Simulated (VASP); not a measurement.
Computed with AM05 GGA, VASP's PBE PAW potentials (set 64) (plane waves; VASP 6.6.1).

VASP ran on this input.

**POSCAR**
```
ZnS
1
    1.9360485001    -3.3533343255     0.0000000000
    1.9360485001     3.3533343255     0.0000000000
    0.0000000000     0.0000000000     6.3423989714
Zn S
2 2
Direct
  0.6666670000   0.3333330000   0.5001155372
  0.3333330000   0.6666670000   0.0001155372
  0.6666670000   0.3333330000   0.8748844628
  0.3333330000   0.6666670000   0.3748844628
```

File KPOINTS:
```
Automatic mesh
0
Gamma
7 7 4
0 0 0
```

**INCAR**
```
ALGO = Normal
EDIFF = 1E-7
EDIFFG = -0.01
ENCUT = 520
GGA = AM
IBRION = 2
ISIF = 4
ISMEAR = 0
LASPH = .True.
LCHARG = .False.
LMAXMIX = 4
LREAL = .False.
LWAVE = .False.
NELM = 100
NSW = 30
PREC = Accurate
SIGMA = 0.05
SYSTEM = ZnS
```

POTCAR, in this order: Zn S (PBE.64 set). Program: vasp_std.

What VASP printed:

File OSZICAR:
```
       N       E                     dE             d eps       ncg     rms          rms(c)
DAV:   1     0.236072584816E+03    0.23607E+03   -0.17441E+04  1056   0.195E+03
DAV:   2     0.810979012483E+01   -0.22796E+03   -0.22238E+03  1092   0.380E+02
DAV:   3    -0.144579920835E+02   -0.22568E+02   -0.22456E+02  1296   0.120E+02
DAV:   4    -0.149947271331E+02   -0.53674E+00   -0.53605E+00  1212   0.191E+01
DAV:   5    -0.150045169354E+02   -0.97898E-02   -0.97882E-02  1310   0.251E+00    0.912E+00
DAV:   6    -0.141992894323E+02    0.80523E+00   -0.19983E+00  1576   0.435E+01    0.706E+00
DAV:   7    -0.142268321569E+02   -0.27543E-01   -0.17114E+00  1170   0.763E+00    0.295E+00
DAV:   8    -0.142121830019E+02    0.14649E-01   -0.10654E-01  1432   0.459E+00    0.932E-01
DAV:   9    -0.142127326221E+02   -0.54962E-03   -0.17963E-02  1434   0.263E+00    0.238E-01
DAV:  10    -0.142129638091E+02   -0.23119E-03   -0.16015E-03  1182   0.423E-01    0.156E-01
DAV:  11    -0.142133155590E+02   -0.35175E-03   -0.60041E-04  1188   0.181E-01    0.107E-01
DAV:  12    -0.142133112225E+02    0.43365E-05   -0.32808E-05  1266   0.102E-01    0.143E-02
DAV:  13    -0.142133169903E+02   -0.57678E-05   -0.13049E-05  1194   0.246E-02    0.688E-03
DAV:  14    -0.142133173669E+02   -0.37655E-06   -0.98917E-07  1260   0.119E-02    0.309E-03
DAV:  15    -0.142133172967E+02    0.70231E-07   -0.12436E-07   876   0.558E-03
   1 F= -.14213317E+02 E0= -.14213317E+02  d E =-.142133E+02
```

OUTCAR:
```
------------------------ aborting loop because EDIFF is reached ----------------------------------------
  FORCE on cell =-STRESS in cart. coord.  units (eV):
  Direction    XX          YY          ZZ          XY          YZ          ZX
  --------------------------------------------------------------------------------------
  Total       -1.9965181     -1.9965181     -1.9878117      0.0000000      0.0000000      0.0000000
  in kB      -38.8425019    -38.8425009    -38.6731177      0.0000000      0.0000000      0.0000000
  external PRESSURE =     -38.7860401 kB  Pullay stress =       0.0000000 kB
  volume of cell :       82.35
      direct lattice vectors                 reciprocal lattice vectors
     1.936048500 -3.353334326  0.000000000     0.258257993 -0.149105324  0.000000000
     1.936048500  3.353334326  0.000000000     0.258257993  0.149105324  0.000000000
     0.000000000  0.000000000  6.342398971     0.000000000  0.000000000  0.157669047
  FREE ENERGIE OF THE ION-ELECTRON SYSTEM (eV)
  ---------------------------------------------------
  free  energy   TOTEN  =       -14.2133172967 eV

  energy  without entropy=      -14.2133172967  energy(sigma->0) =      -14.21331730

 reached required accuracy - stopping structural energy minimisation
```
(Selected blocks of OUTCAR.)

The compound is ZnS in the wurtzite structure, the high-temperature form. This cell is one point of a volume scan, at 1.06 of the reference volume.
